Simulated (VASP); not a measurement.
# K (Im-3m): thermal expansion, part 4 of 5

Wanted: volume, bulk modulus and heat capacity of K against temperature. The start is a cell from a database of measured crystal structures.

VASP 6.6.1; PBEsol; plane waves and PAW (K_sv).

Still holding for the runs below: This run has no spin polarisation. Its electron count is odd, so without a moment it is a metal by construction. The k-mesh is coarse for a metal.

So far. Step 8 (Static energy at fixed volume, volume scale 1.04): Little changed from the start: no atom moved by 0.005 Å and no cell edge by 0.1 %.

The database entry behind the starting cell lists a temperature near 5 K, so it need not match the best structure at ambient conditions.

### Step 10. Static energy at fixed volume, volume scale 0.98

System of this step: K. Symmetry: Im-3m, No. 229, cubic system. The conventional cell has a = 5.175 Å, b = 5.175 Å, c = 5.175 Å, α = 90.00°, β = 90.00°, γ = 90.00°. Nearest to K lie 8 K at 4.48 Å.

The input, INCAR:

```
SYSTEM = K
PREC = Accurate
ENCUT = 400
EDIFF = 1E-08
NELM = 100
ISMEAR = 1
SIGMA = 0.15
LREAL = .FALSE.
ALGO = Normal
GGA = PS
NBANDS = 10
LORBIT = 11
LWAVE = .FALSE.
LCHARG = .FALSE.
KPAR = 12
IBRION = 2
NSW = 30
ISIF = 4
EDIFFG = -0.002
```

The input, POSCAR:

```
K
1.0
   -2.5874486041      2.5874486041      2.5874486041
    2.5874486041     -2.5874486041      2.5874486041
    2.5874486041      2.5874486041     -2.5874486041
K
1
Direct
    0.0000000000      0.0000000000      0.0000000000
```

The input, KPOINTS:

```
Automatic mesh
0
Gamma
9 9 9
0 0 0
```

PAW data sets: K_sv (PBE family, release 64).

Command:

```bash
$ mpirun -np 12 vasp_std
```

Log:

```text
[... set-up lines as in an earlier step ...]
 entering main loop
       N       E                     dE             d eps       ncg     rms          rms(c)
DAV:   1     0.386530147979E+02    0.38653E+02   -0.30468E+03   700   0.551E+02
DAV:   2     0.174838650580E+00   -0.38478E+02   -0.37972E+02   756   0.172E+02
DAV:   3    -0.109843996055E+01   -0.12733E+01   -0.12712E+01  1096   0.249E+01
DAV:   4    -0.113824707749E+01   -0.39807E-01   -0.39790E-01   958   0.366E+00
[...]
DAV:  12    -0.113615673156E+01    0.11289E-06   -0.23086E-08   986   0.894E-04    0.128E-04
DAV:  13    -0.113615676024E+01   -0.28682E-07   -0.11709E-09   472   0.249E-04    0.961E-05
DAV:  14    -0.113615675480E+01    0.54397E-08   -0.30276E-10   422   0.108E-04
   1 F= -.11361568E+01 E0= -.11361496E+01  d E =-.113616E+01
[...]
reached required accuracy - stopping structural energy minimisation
```

It took 2.2 s on 12 MPI ranks of Intel Xeon 6975P-C (Granite Rapids), shared host; peak memory 2 GiB; 20 s of CPU time.

OUTCAR, selected parts (step 10):

```text
  Total        0.0324051      0.0324051      0.0324051     -0.0000000      0.0000000     -0.0000000
  in kB        0.7492884      0.7492884      0.7492884     -0.0000000      0.0000000     -0.0000000
  external PRESSURE =       0.7492884 kB  Pullay stress =       0.0000000 kB

 POSITION                                       TOTAL-FORCE (eV/Angst)
 -----------------------------------------------------------------------------------
      0.00000      0.00000      0.00000         0.000000      0.000000     -0.000000
 -----------------------------------------------------------------------------------
    total drift:                               -0.000000     -0.000000      0.000000

  FREE ENERGIE OF THE ION-ELECTRON SYSTEM (eV)
  ---------------------------------------------------
  free  energy   TOTEN  =        -1.1361567548 eV

  energy  without entropy=       -1.1361353702  energy(sigma->0) =       -1.13614963

[... 2 parts as in an earlier step ...]

[... 2 further parts left out ...]
[key lines of the parts left out:]
E-fermi :  -0.0271
```

Little changed from the start: no atom moved by 0.005 Å and no cell edge by 0.1 %.

### Step 11. Force constants in the supercell, volume scale 0.98

System of this step: K. It takes space group Im-3m (No. 229, cubic). Conventional cell: a = 5.175 Å, b = 5.175 Å, c = 5.175 Å, α = 90.00°, β = 90.00°, γ = 90.00°. K has 8 K at 4.48 Å nearest.

The input, INCAR:

```
SYSTEM = K
PREC = Accurate
ENCUT = 400
EDIFF = 1E-07
NELM = 100
ISMEAR = 1
SIGMA = 0.15
LREAL = .FALSE.
ALGO = Normal
GGA = PS
LWAVE = .FALSE.
LCHARG = .FALSE.
KPAR = 12
IBRION = 6
NSW = 1
NFREE = 2
POTIM = 0.015
ISIF = 0
ADDGRID = .TRUE.
```

The input, POSCAR:

```
K
1.0
   -7.7623458123      7.7623458123      7.7623458123
    7.7623458123     -7.7623458123      7.7623458123
    7.7623458123      7.7623458123     -7.7623458123
K
27
Direct
    0.0000000000      0.0000000000      0.0000000000
    0.0000000000      0.0000000000      0.3333333333
    0.0000000000      0.0000000000      0.6666666667
    0.0000000000      0.3333333333      0.0000000000
    0.0000000000      0.3333333333      0.3333333333
    0.0000000000      0.3333333333      0.6666666667
    0.0000000000      0.6666666667      0.0000000000
    0.0000000000      0.6666666667      0.3333333333
    0.0000000000      0.6666666667      0.6666666667
    0.3333333333      0.0000000000      0.0000000000
    0.3333333333      0.0000000000      0.3333333333
    0.3333333333      0.0000000000      0.6666666667
    0.3333333333      0.3333333333      0.0000000000
    0.3333333333      0.3333333333      0.3333333333
    0.3333333333      0.3333333333      0.6666666667
    0.3333333333      0.6666666667      0.0000000000
    0.3333333333      0.6666666667      0.3333333333
    0.3333333333      0.6666666667      0.6666666667
    0.6666666667      0.0000000000      0.0000000000
    0.6666666667      0.0000000000      0.3333333333
    0.6666666667      0.0000000000      0.6666666667
    0.6666666667      0.3333333333      0.0000000000
    0.6666666667      0.3333333333      0.3333333333
    0.6666666667      0.3333333333      0.6666666667
    0.6666666667      0.6666666667      0.0000000000
    0.6666666667      0.6666666667      0.3333333333
    0.6666666667      0.6666666667      0.6666666667
```

The input, KPOINTS:

```
Automatic mesh
0
Gamma
3 3 3
0 0 0
```

Command:

```bash
$ mpirun -np 12 vasp_std
```

Log:

```text
[... set-up lines as in an earlier step ...]
 entering main loop
       N       E                     dE             d eps       ncg     rms          rms(c)
DAV:   1     0.171406493264E+04    0.17141E+04   -0.92656E+04  1352   0.112E+03
DAV:   2     0.125006782406E+03   -0.15891E+04   -0.15648E+04  1300   0.352E+02
DAV:   3    -0.190456737114E+02   -0.14405E+03   -0.14213E+03  1616   0.783E+01
DAV:   4    -0.299335680792E+02   -0.10888E+02   -0.10858E+02  1944   0.198E+01
[...]
DAV:  14    -0.306772917072E+02   -0.30899E-06   -0.41705E-08   728   0.513E-04    0.396E-04
DAV:  15    -0.306772914796E+02    0.22765E-06   -0.25131E-08   712   0.384E-04    0.280E-04
DAV:  16    -0.306772915788E+02   -0.99230E-07   -0.14138E-08   696   0.308E-04
   1 F= -.30677292E+02 E0= -.30677099E+02  d E =-.577410E-03
 Found     1 degrees of freedom:
 Finite differences POTIM= 0.01500 DOF=   1
[...]
N       E                     dE             d eps       ncg     rms          rms(c)
DAV:   1    -0.306760971714E+02    0.11943E-02   -0.59959E-01  1752   0.178E+00    0.114E-01
[...]
DAV:   6    -0.306772396619E+02   -0.23330E-06   -0.31051E-06  2464   0.342E-03    0.720E-03
DAV:   7    -0.306772396993E+02   -0.37333E-07   -0.17454E-07  1480   0.860E-04
   2 F= -.30677240E+02 E0= -.30677047E+02  d E =-.577107E-03
 Finite differences progress:
  Degree of freedom:   1/  1
  Displacement:        1/  2
  Total:               1/  2
[...]
N       E                     dE             d eps       ncg     rms          rms(c)
DAV:   1    -0.306736322408E+02    0.36074E-02   -0.18683E+00  1744   0.288E+00    0.180E-01
DAV:   2    -0.306770886641E+02   -0.34564E-02   -0.37200E-02  1840   0.505E-01    0.718E-02
DAV:   3    -0.306772569139E+02   -0.16825E-03   -0.22571E-03  2615   0.740E-02    0.534E-02
DAV:   4    -0.306772471063E+02    0.98076E-05   -0.27705E-05  2136   0.125E-02    0.372E-02
DAV:   5    -0.306772387806E+02    0.83258E-05   -0.27238E-05  2007   0.163E-02    0.141E-02
DAV:   6    -0.306772395391E+02   -0.75853E-06   -0.85494E-06  2512   0.589E-03    0.959E-03
DAV:   7    -0.306772396282E+02   -0.89138E-07   -0.43972E-07  1856   0.140E-03
   3 F= -.30677240E+02 E0= -.30677047E+02  d E =-.577103E-03
 Finite differences progress:
  Degree of freedom:   1/  1
  Displacement:        2/  2
  Total:               2/  2
```

It took 14 min on 12 MPI ranks; peak memory 33 GiB; 2.6 h of CPU time.

OUTCAR, selected parts (step 11):

```text
 POSITION                                       TOTAL-FORCE (eV/Angst)
 -----------------------------------------------------------------------------------
     -0.01500      0.00000      0.00000         0.007026      0.000000      0.000000
      2.58745      2.58745     -2.58745        -0.000795     -0.000865      0.000865
      5.17490      5.17490     -5.17490        -0.000799     -0.000878      0.000878
      2.58745     -2.58745      2.58745        -0.000795      0.000865     -0.000865
      5.17490      0.00000      0.00000        -0.000356      0.000000      0.000000
      7.76235      2.58745     -2.58745        -0.000032     -0.000000      0.000000
      5.17490     -5.17490      5.17490        -0.000799      0.000878     -0.000878
      7.76235     -2.58745      2.58745        -0.000032      0.000000     -0.000000
     10.34979      0.00000      0.00000        -0.000378      0.000000      0.000000
     -2.58745      2.58745      2.58745        -0.000799      0.000878      0.000878
      0.00000      5.17490      0.00000        -0.000039     -0.000000      0.000000
      2.58745      7.76235     -2.58745         0.000046      0.000000     -0.000047
      0.00000      0.00000      5.17490        -0.000039      0.000000     -0.000000
      2.58745      2.58745      2.58745        -0.000795     -0.000865     -0.000865
[...]
-----------------------------------------------------------------------------------
    total drift:                                0.000177      0.000001      0.000001

  FREE ENERGIE OF THE ION-ELECTRON SYSTEM (eV)
  ---------------------------------------------------
  free  energy   TOTEN  =       -30.6772396282 eV

  energy  without entropy=      -30.6766625255  energy(sigma->0) =      -30.67704726

[... 1 part as in an earlier step ...]

[... 2 further parts left out ...]
[key lines of the parts left out:]
E-fermi :  -0.0271
```

Vibrational free energy against temperature:

| temperature (K) | vibrational free energy (meV/atom) |
| --- | --- |
| 0 | 10.0 |
| 40 | 7.78 |
| 80 | -1.35 |
| 120 | -15.3 |
| 160 | -32.7 |
| 200 | -52.6 |
| 240 | -74.6 |
| 280 | -98.3 |
| 320 | -123 |

### Step 12. Static energy at fixed volume, volume scale 1.06

System of this step: K. It takes space group Im-3m (No. 229, cubic). Conventional cell: a = 5.312 Å, b = 5.312 Å, c = 5.312 Å, α = 90.00°, β = 90.00°, γ = 90.00°. Nearest to K lie 8 K at 4.60 Å.

The input, INCAR:

```
SYSTEM = K
PREC = Accurate
ENCUT = 400
EDIFF = 1E-08
NELM = 100
ISMEAR = 1
SIGMA = 0.15
LREAL = .FALSE.
ALGO = Normal
GGA = PS
NBANDS = 10
LORBIT = 11
LWAVE = .FALSE.
LCHARG = .FALSE.
KPAR = 12
IBRION = 2
NSW = 30
ISIF = 4
EDIFFG = -0.002
```

The input, POSCAR:

```
K
1.0
   -2.6560219620      2.6560219620      2.6560219620
    2.6560219620     -2.6560219620      2.6560219620
    2.6560219620      2.6560219620     -2.6560219620
K
1
Direct
    0.0000000000      0.0000000000      0.0000000000
```

The input, KPOINTS:

```
Automatic mesh
0
Gamma
9 9 9
0 0 0
```

Command:

```bash
$ mpirun -np 12 vasp_std
```

Log:

```text
[... set-up lines as in an earlier step ...]
 entering main loop
       N       E                     dE             d eps       ncg     rms          rms(c)
DAV:   1     0.362943750796E+02    0.36294E+02   -0.31370E+03   700   0.556E+02
DAV:   2     0.833847604025E-01   -0.36211E+02   -0.35752E+02   766   0.171E+02
DAV:   3    -0.109291514497E+01   -0.11763E+01   -0.11713E+01  1110   0.240E+01
DAV:   4    -0.113557209062E+01   -0.42657E-01   -0.42691E-01   974   0.364E+00
[...]
DAV:  12    -0.113401949425E+01   -0.64003E-07   -0.19786E-09   624   0.355E-04    0.509E-05
DAV:  13    -0.113401951160E+01   -0.17345E-07   -0.46841E-10   492   0.162E-04    0.460E-05
DAV:  14    -0.113401950517E+01    0.64301E-08   -0.85478E-11   462   0.613E-05
   1 F= -.11340195E+01 E0= -.11340499E+01  d E =-.113402E+01
[...]
reached required accuracy - stopping structural energy minimisation
```

It took 3.2 s on 12 MPI ranks; peak memory 2 GiB; 31 s of CPU time.

Parts of OUTCAR (step 12):

```text
  Total       -0.0928146     -0.0928146     -0.0928146     -0.0000000      0.0000000     -0.0000000
  in kB       -1.9841380     -1.9841380     -1.9841380     -0.0000000      0.0000000     -0.0000000
  external PRESSURE =      -1.9841380 kB  Pullay stress =       0.0000000 kB

  FREE ENERGIE OF THE ION-ELECTRON SYSTEM (eV)
  ---------------------------------------------------
  free  energy   TOTEN  =        -1.1340195052 eV

  energy  without entropy=       -1.1341106694  energy(sigma->0) =       -1.13404989

[... 3 parts as in an earlier step ...]

[... 2 further parts left out ...]
[key lines of the parts left out:]
E-fermi :  -0.1946
```

### Step 13. Force constants in the supercell, volume scale 1.06

System of this step: K. Symmetry: Im-3m, No. 229, cubic system. The conventional cell has a = 5.312 Å, b = 5.312 Å, c = 5.312 Å, α = 90.00°, β = 90.00°, γ = 90.00°. Nearest to K lie 8 K at 4.60 Å.

The input, INCAR:

```
SYSTEM = K
PREC = Accurate
ENCUT = 400
EDIFF = 1E-07
NELM = 100
ISMEAR = 1
SIGMA = 0.15
LREAL = .FALSE.
ALGO = Normal
GGA = PS
LWAVE = .FALSE.
LCHARG = .FALSE.
KPAR = 12
IBRION = 6
NSW = 1
NFREE = 2
POTIM = 0.015
ISIF = 0
ADDGRID = .TRUE.
```

The input, POSCAR:

```
K
1.0
   -7.9680658860      7.9680658860      7.9680658860
    7.9680658860     -7.9680658860      7.9680658860
    7.9680658860      7.9680658860     -7.9680658860
K
27
Direct
    0.0000000000      0.0000000000      0.0000000000
    0.0000000000      0.0000000000      0.3333333333
    0.0000000000      0.0000000000      0.6666666667
    0.0000000000      0.3333333333      0.0000000000
    0.0000000000      0.3333333333      0.3333333333
    0.0000000000      0.3333333333      0.6666666667
    0.0000000000      0.6666666667      0.0000000000
    0.0000000000      0.6666666667      0.3333333333
    0.0000000000      0.6666666667      0.6666666667
    0.3333333333      0.0000000000      0.0000000000
    0.3333333333      0.0000000000      0.3333333333
    0.3333333333      0.0000000000      0.6666666667
    0.3333333333      0.3333333333      0.0000000000
    0.3333333333      0.3333333333      0.3333333333
    0.3333333333      0.3333333333      0.6666666667
    0.3333333333      0.6666666667      0.0000000000
    0.3333333333      0.6666666667      0.3333333333
    0.3333333333      0.6666666667      0.6666666667
    0.6666666667      0.0000000000      0.0000000000
    0.6666666667      0.0000000000      0.3333333333
    0.6666666667      0.0000000000      0.6666666667
    0.6666666667      0.3333333333      0.0000000000
    0.6666666667      0.3333333333      0.3333333333
    0.6666666667      0.3333333333      0.6666666667
    0.6666666667      0.6666666667      0.0000000000
    0.6666666667      0.6666666667      0.3333333333
    0.6666666667      0.6666666667      0.6666666667
```

The input, KPOINTS:

```
Automatic mesh
0
Gamma
3 3 3
0 0 0
```

Command:

```bash
$ mpirun -np 12 vasp_std
```

Log:

```text
[... set-up lines as in an earlier step ...]
 entering main loop
       N       E                     dE             d eps       ncg     rms          rms(c)
DAV:   1     0.164250300036E+04    0.16425E+04   -0.92092E+04  1376   0.110E+03
DAV:   2     0.122968615003E+03   -0.15195E+04   -0.14978E+04  1307   0.346E+02
DAV:   3    -0.192789810190E+02   -0.14225E+03   -0.14022E+03  1616   0.744E+01
DAV:   4    -0.298699146048E+02   -0.10591E+02   -0.10556E+02  1952   0.196E+01
[...]
DAV:  13    -0.306197842253E+02    0.46857E-06   -0.16914E-07   896   0.798E-04    0.800E-04
DAV:  14    -0.306197843255E+02   -0.10022E-06   -0.45740E-08   712   0.516E-04    0.476E-04
DAV:  15    -0.306197842320E+02    0.93471E-07   -0.27135E-08   712   0.386E-04
   1 F= -.30619784E+02 E0= -.30620605E+02  d E =0.246145E-02
 Found     1 degrees of freedom:
 Finite differences POTIM= 0.01500 DOF=   1
[...]
N       E                     dE             d eps       ncg     rms          rms(c)
DAV:   1    -0.306186028273E+02    0.11815E-02   -0.59937E-01  1756   0.179E+00    0.115E-01
[...]
DAV:   7    -0.306197417285E+02   -0.35776E-07   -0.16241E-07  1464   0.834E-04
   2 F= -.30619742E+02 E0= -.30620562E+02  d E =0.246163E-02
 Finite differences progress:
  Degree of freedom:   1/  1
  Displacement:        1/  2
  Total:               1/  2
[...]
N       E                     dE             d eps       ncg     rms          rms(c)
DAV:   1    -0.306161391194E+02    0.36026E-02   -0.18682E+00  1744   0.286E+00    0.182E-01
DAV:   2    -0.306195860474E+02   -0.34469E-02   -0.37256E-02  1836   0.498E-01    0.716E-02
DAV:   3    -0.306197578829E+02   -0.17184E-03   -0.22742E-03  2607   0.724E-02    0.521E-02
DAV:   4    -0.306197482386E+02    0.96443E-05   -0.29405E-05  2136   0.123E-02    0.361E-02
DAV:   5    -0.306197411185E+02    0.71201E-05   -0.21868E-05  1992   0.143E-02    0.156E-02
DAV:   6    -0.306197415699E+02   -0.45135E-06   -0.72309E-06  2664   0.556E-03    0.960E-03
DAV:   7    -0.306197416746E+02   -0.10469E-06   -0.68859E-07  2584   0.152E-03    0.521E-03
DAV:   8    -0.306197416843E+02   -0.97280E-08   -0.24993E-07  1704   0.153E-03
   3 F= -.30619742E+02 E0= -.30620562E+02  d E =0.246163E-02
 Finite differences progress:
  Degree of freedom:   1/  1
  Displacement:        2/  2
  Total:               2/  2
```

It took 14 min on 12 MPI ranks; peak memory 33 GiB; 2.8 h of CPU time.

OUTCAR, selected parts (step 13):

```text
 POSITION                                       TOTAL-FORCE (eV/Angst)
 -----------------------------------------------------------------------------------
     -0.01500      0.00000      0.00000         0.005759     -0.000000      0.000000
      2.65602      2.65602     -2.65602        -0.000657     -0.000679      0.000679
      5.31204      5.31204     -5.31204        -0.000662     -0.000691      0.000691
      2.65602     -2.65602      2.65602        -0.000657      0.000679     -0.000679
      5.31204      0.00000      0.00000        -0.000154     -0.000000      0.000000
      7.96807      2.65602     -2.65602        -0.000040     -0.000000      0.000000
      5.31204     -5.31204      5.31204        -0.000662      0.000691     -0.000691
      7.96807     -2.65602      2.65602        -0.000040      0.000000     -0.000000
     10.62409      0.00000      0.00000        -0.000172     -0.000000      0.000000
     -2.65602      2.65602      2.65602        -0.000662      0.000691      0.000691
      0.00000      5.31204      0.00000        -0.000045      0.000000      0.000000
      2.65602      7.96807     -2.65602         0.000024     -0.000000     -0.000022
      0.00000      0.00000      5.31204        -0.000045     -0.000000      0.000000
      2.65602      2.65602      2.65602        -0.000657     -0.000679     -0.000679
[...]
-----------------------------------------------------------------------------------
    total drift:                                0.000160      0.000000      0.000000

  FREE ENERGIE OF THE ION-ELECTRON SYSTEM (eV)
  ---------------------------------------------------
  free  energy   TOTEN  =       -30.6197416843 eV

  energy  without entropy=      -30.6222033098  energy(sigma->0) =      -30.62056223

[... 1 part as in an earlier step ...]

[... 2 further parts left out ...]
[key lines of the parts left out:]
E-fermi :  -0.1946
```

The vibrational free energy by temperature:

| temperature (K) | vibrational free energy (meV/atom) |
| --- | --- |
| 0 | 9.12 |
| 40 | 6.55 |
| 80 | -3.37 |
| 120 | -18.2 |
| 160 | -36.5 |
| 200 | -57.4 |
| 240 | -80.2 |
| 280 | -105 |
| 320 | -131 |

[end of part 4 of 5]

[Lines on the potential files, build, host, timing and source positions are cut from VASP's logs without a mark.]

[Logs are printed without paths, hosts, clocks, repeated set-up lines and the standing remarks that a program may print on its own settings, such as how far it seeks lower states.]

[Hosts, paths, dates, database ids (printed as entryN), source tags and the programs' standing remarks are cut or masked in the printed files.]

[In band tables of VASP the shares of atoms and orbitals are scaled to a sum of 1 inside the atoms' spheres.]
